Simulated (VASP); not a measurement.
```
CELL_PARAMETERS angstrom
      0.00000     1.82890     1.82890
      1.82890     0.00000     1.82890
      1.82890     1.82890     0.00000
ATOMIC_POSITIONS crystal
  B  0.00000 0.00000 0.00000
  N  0.25000 0.25000 0.25000
```

Level of theory: vdW-DF2, VASP's PBE PAW potentials (set 64) (plane waves; VASP). Settings: 520 eV cut-off, 11×11×11 Γ-centred mesh, Gaussian smearing of 0.050 eV, potentials B N.

Q: Estimate the energy per atom (σ→0).

A: 
```
Item                           Result
---------------------  --------------
energy per atom (σ→0)  -7.276 eV/atom
```

The compound is BN in the zinc blende structure. It was relaxed first. The start is the result of an earlier pass.
